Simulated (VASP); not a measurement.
Consider the following.

```
Al2Au
1.0
    0.00000     3.01525     3.01525
    3.01525     0.00000     3.01525
    3.01525     3.01525     0.00000
Al Au
2 1
Direct
  0.25000   0.25000   0.25000
  0.75000   0.75000   0.75000
  0.00000   0.00000   0.00000
```

Computed with rev-vdW-DF2, VASP's PBE PAW potentials (set 64) (plane waves; VASP 6.6.1). Run with 520 eV cut-off, Gaussian smearing of 0.050 eV, potentials Al Au.

Unless said otherwise, spin-orbit coupling is left out, though it shifts the bands of the heavy elements here.

Task: Estimate the band gap (along the path) with the smallest direct gap where there is one.

Result: 
```yaml
band gap (along the path): none (metal, semimetal or under 0.01 eV)
```

Only differences to runs with the same potentials and settings are physical.

The compound is AuAl2 in the fluorite structure. It was relaxed first. The electron count is odd and the run is not spin-polarised, which forces a metal.
